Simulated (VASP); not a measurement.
Given:

```xyz
3
Lattice="0.0000 2.7416 2.7416 2.7416 0.0000 2.7416 2.7416 2.7416 0.0000" Properties=species:S:1:pos:R:3 pbc="T T T"
Si     1.3708     1.3708     1.3708
Si     4.1124     4.1124     4.1124
Ni     0.0000     0.0000     0.0000
```

These are RPBE GGA, VASP's PBE PAW potentials (set 64) (plane waves; VASP 6.6.1) values and carry that method's errors. Run with 520 eV cut-off, 11×11×11 Γ-centred mesh, tetrahedra with Blöchl corrections, potentials Si Ni.

Problem. Estimate the energy per atom (σ→0), band gap (on the k-mesh) with the smallest direct gap where there is one.

Solution. 
```json
{
  "band gap (on the k-mesh)": "none (metal, semimetal or under 0.01 eV)",
  "energy per atom (σ→0)": "-5.405 eV/atom"
}
```

The compound is NiSi2 in the fluorite structure. It was relaxed first. The run is not spin-polarised, so no magnetic state was tried.
